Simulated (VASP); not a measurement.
Output of a VASP run:

### OUTCAR
```
 ion  position               nearest neighbor table
   1  0.000  0.000  0.000-   2 2.87   2 2.87   2 2.87   2 2.87
   2  0.250  0.250  0.250-   1 2.87   1 2.87   1 2.87   1 2.87
  LATTYP: Found a face centered cubic cell.
 ALAT       =     6.6214441266
 Subroutine PRICEL returns:
 Original cell was already a primitive cell.
 Subroutine GETGRP returns: Found 24 space group operations
The static configuration has the point symmetry T_d .
The dynamic configuration has the point symmetry T_d .
 Subroutine INISYM returns: Found 24 space group operations
 Subroutine IBZKPT returns following result:
 Found     20 irreducible k-points:

 Following reciprocal coordinates:
            Coordinates               Weight
  0.000000  0.000000  0.000000      1.000000
  0.142857  0.000000  0.000000      8.000000
  0.285714  0.000000  0.000000      8.000000
  0.428571  0.000000  0.000000      8.000000
  0.142857  0.142857  0.000000      6.000000
  0.285714  0.142857  0.000000     24.000000
  0.428571  0.142857  0.000000     24.000000
 -0.428571  0.142857  0.000000     24.000000
 -0.285714  0.142857  0.000000     24.000000
 -0.142857  0.142857  0.000000     12.000000
  0.285714  0.285714  0.000000      6.000000
  0.428571  0.285714  0.000000     24.000000
 -0.428571  0.285714  0.000000     24.000000
 -0.285714  0.285714  0.000000     12.000000
  0.428571  0.428571  0.000000      6.000000
 -0.428571  0.428571  0.000000     12.000000
  0.428571  0.285714  0.142857     24.000000
 -0.428571  0.285714  0.142857     48.000000
 -0.428571  0.428571  0.142857     24.000000
 -0.285714  0.428571  0.142857     24.000000
   k-points           NKPTS =     20   k-points in BZ     NKDIM =     20   number of bands    NBANDS=     13
   number of dos      NEDOS =    301   number of ions     NIONS =      2
   total plane-waves  NPLWV =  46656
   dimension x,y,z NGX =    36 NGY =   36 NGZ =   36
   dimension x,y,z NGXF=    72 NGYF=   72 NGZF=   72
   ions per type =               1   1
   PREC   = accura    normal or accurate (medium, high low for compatibility)
   ISTART =      0    job   : 0-new  1-cont  2-samecut
   ICHARG =      2    charge: 1-file 2-atom 10-const
   ISPIN  =      1    spin polarized calculation?
   LNONCOLLINEAR =      F non collinear calculations
   LSORBIT =      F    spin-orbit coupling
   INIWAV =      1    electr: 0-lowe 1-rand  2-diag
   ENCUT  =  520.0 eV  38.22 Ry    6.18 a.u.   8.71  8.71  8.71*2*pi/ulx,y,z
   NELM   =    100;   NELMIN=  2; NELMDL= -5     # of ELM steps
   EDIFF  = 0.1E-06   stopping-criterion for ELM
   LREAL  =      F    real-space projection
   NLSPLINE    = F    spline interpolate recip. space projectors
   LMAXMIX     =    4 max onsite mixed and CHGCAR
   VOSKOWN=      0    Vosko Wilk Nusair interpolation
   EDIFFG = 0.1E-05   stopping-criterion for IOM
   NSW    =      0    number of steps for IOM
   NBLOCK =      1;   KBLOCK =      1    inner block; outer block
   IBRION =     -1    ionic relax: 0-MD 1-quasi-New 2-CG
   NFREE  =      0    steps in history (QN), initial steepest desc. (CG)
   ISIF   =      2    stress and relaxation
   ISYM   =      2    0-nonsym 1-usesym 2-fastsym
   TEIN   =    0.0    initial temperature
   TEBEG  =    0.0;   TEEND  =   0.0 temperature during run
   SMASS  =  -3.00    Nose mass-parameter (am)
   PSTRESS=    0.0 pullay stress
   NELECT =      18.0000    total number of electrons
   EFERMI =   0.00;   METHOD = LEGACY
   ISMEAR =     0;   SIGMA  =   0.05  broadening in eV -4-tet -1-fermi 0-gaus
   IALGO  =     38    algorithm
   LDIAG  =      T    sub-space diagonalisation (order eigenvalues)
   IMIX   =      4    mixing-type and parameters
     AMIX     =   0.40;   BMIX     =  1.00
     AMIX_MAG =   1.60;   BMIX_MAG =  1.00
     AMIN     =   0.10
   GGA     = MK    functional components
   VOSKOWN =     0    Vosko Wilk Nusair interpolation
   LHFCALC =     F    Hartree Fock is set to
   LHFONE  =     F    Hartree Fock one center treatment
...
```

**OSZICAR**
```
       N       E                     dE             d eps       ncg     rms          rms(c)
DAV:   1     0.109003497703E+03    0.10900E+03   -0.82108E+03   520   0.118E+03
DAV:   2     0.431781689343E+01   -0.10469E+03   -0.10075E+03   605   0.280E+02
DAV:   3     0.125410806925E+00   -0.41924E+01   -0.41801E+01   640   0.584E+01
DAV:   4     0.821151196101E-01   -0.43296E-01   -0.43292E-01   735   0.515E+00
DAV:   5     0.819977505578E-01   -0.11737E-03   -0.11737E-03   640   0.262E-01    0.493E+00
DAV:   6     0.309399364043E+00    0.22740E+00   -0.49668E-01   580   0.888E+00    0.414E+00
DAV:   7     0.322803298782E+00    0.13404E-01   -0.11057E-01   570   0.241E+00    0.165E+00
DAV:   8     0.322167721985E+00   -0.63558E-03   -0.88425E-03   565   0.130E+00    0.479E-01
DAV:   9     0.321902684374E+00   -0.26504E-03   -0.94270E-04   565   0.346E-01    0.890E-02
DAV:  10     0.321858540221E+00   -0.44144E-04   -0.11127E-04   565   0.118E-01    0.476E-02
DAV:  11     0.321832109574E+00   -0.26431E-04   -0.48688E-05   533   0.524E-02    0.279E-02
DAV:  12     0.321833302637E+00    0.11931E-05   -0.31964E-06   639   0.149E-02    0.137E-02
DAV:  13     0.321833435291E+00    0.13265E-06   -0.29885E-07   540   0.354E-03    0.903E-03
DAV:  14     0.321833511829E+00    0.76537E-07   -0.29238E-07   547   0.379E-03
   1 F= 0.32183351E+00 E0= 0.32183351E+00  d E =-.431005E-12
```

**OUTCAR**
```
------------------------ aborting loop because EDIFF is reached ----------------------------------------
  FORCE on cell =-STRESS in cart. coord.  units (eV):
  Direction    XX          YY          ZZ          XY          YZ          ZX
  --------------------------------------------------------------------------------------
  Total       -0.4857912     -0.4857912     -0.4857912      0.0000000     -0.0000000      0.0000000
  in kB      -10.7241297    -10.7241297    -10.7241297      0.0000000     -0.0000000      0.0000000
  external PRESSURE =     -10.7241297 kB  Pullay stress =       0.0000000 kB
  volume of cell :       72.58
      direct lattice vectors                 reciprocal lattice vectors
     0.000000000  3.310722063  3.310722063    -0.151024456  0.151024456  0.151024456
     3.310722063  0.000000000  3.310722063     0.151024456 -0.151024456  0.151024456
     3.310722063  3.310722063  0.000000000     0.151024456  0.151024456 -0.151024456
  FREE ENERGIE OF THE ION-ELECTRON SYSTEM (eV)
  ---------------------------------------------------
  free  energy   TOTEN  =         0.3218335118 eV

  energy  without entropy=        0.3218335118  energy(sigma->0) =        0.32183351
```
(Selected blocks of OUTCAR.)

POSCAR:
```
CdTe
1
    0.0000000000     3.3107220633     3.3107220633
    3.3107220633     0.0000000000     3.3107220633
    3.3107220633     3.3107220633     0.0000000000
Cd Te
1 1
Direct
  0.0000000000   0.0000000000   0.0000000000
  0.2500000000   0.2500000000   0.2500000000
```

Reconstruct the remaining input files.

Several could match; the one computed here: the input of the run itself, optB86b-vdW, plane waves, VASP's PBE PAW potentials (set 64).

### INCAR
```
SYSTEM=CdTe
PREC=Accurate; ENCUT=520; LREAL=.False.
LASPH=.True.
EDIFF=1E-7; NELM=100; ALGO=Normal
LMAXMIX=4
ISMEAR=0; SIGMA=0.05
GGA=MK; LUSE_VDW=.True.; AGGAC=0.0
PARAM1=0.1234; PARAM2=1.0
ISIF=2
LWAVE=.False.; LCHARG=.False.
```

KPOINTS:
```
Automatic mesh
0
G
7 7 7
```

POTCAR, in this order: Cd Te (PBE.64 set). Program: vasp_std.

The compound is CdTe in the zinc blende structure. This cell is one point of a volume scan, at 1.03 of the reference volume.
